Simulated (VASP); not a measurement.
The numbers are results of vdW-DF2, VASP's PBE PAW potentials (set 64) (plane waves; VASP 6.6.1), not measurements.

A VASP calculation is set up with these files.

**KPOINTS**
```
Automatic mesh
0
G
11 11 11
0 0 0
```

POSCAR:
```
PdIn
1
    3.4029665842     0.0000000000     0.0000000000
    0.0000000000     3.4029665842     0.0000000000
    0.0000000000     0.0000000000     3.4029665842
In Pd
1 1
Direct
  0.5000000000   0.5000000000   0.5000000000
  0.0000000000   0.0000000000   0.0000000000
```

INCAR:
```
! general
SYSTEM   = PdIn
PREC     = Accurate
ENCUT    = 520   ! plane-wave cut-off (eV)
LREAL    = .FALSE.
LASPH    = .TRUE.   ! aspherical one-centre terms

! electronic loop
EDIFF    = 1E-7
NELM     = 100
ALGO     = Normal   ! blocked Davidson
LMAXMIX  = 4

! smearing
ISMEAR   = 1   ! Methfessel-Paxton
SIGMA    = 0.1

! functional
GGA      = ML
LUSE_VDW = .TRUE.
AGGAC    = 0.0
ZAB_VDW  = -1.8867

! ions
ISIF     = 2   ! forces and stress, cell fixed

! output
LWAVE    = .FALSE.
LCHARG   = .FALSE.
```

POTCAR, in this order: In_d Pd (PBE.64 set). Program: vasp_std.

Task: What will the output report for the number of irreducible k-points (NKPTS), largest plane-wave count, number of space-group operations, FFT grid (NGX, NGY, NGZ)?

Result: 
```json
{
 "number of irreducible k-points (NKPTS)": "56",
 "largest_plane_wave_count": "1080",
 "number_of_space_group_operations": "48",
 "FFT grid (NGX, NGY, NGZ)": "28 × 28 × 28"
}
```

The compound is PdIn in the CsCl type structure. This cell is one point of a volume scan, at 0.97 of the reference volume. The electron count is odd and the run is not spin-polarised, which forces a metal.
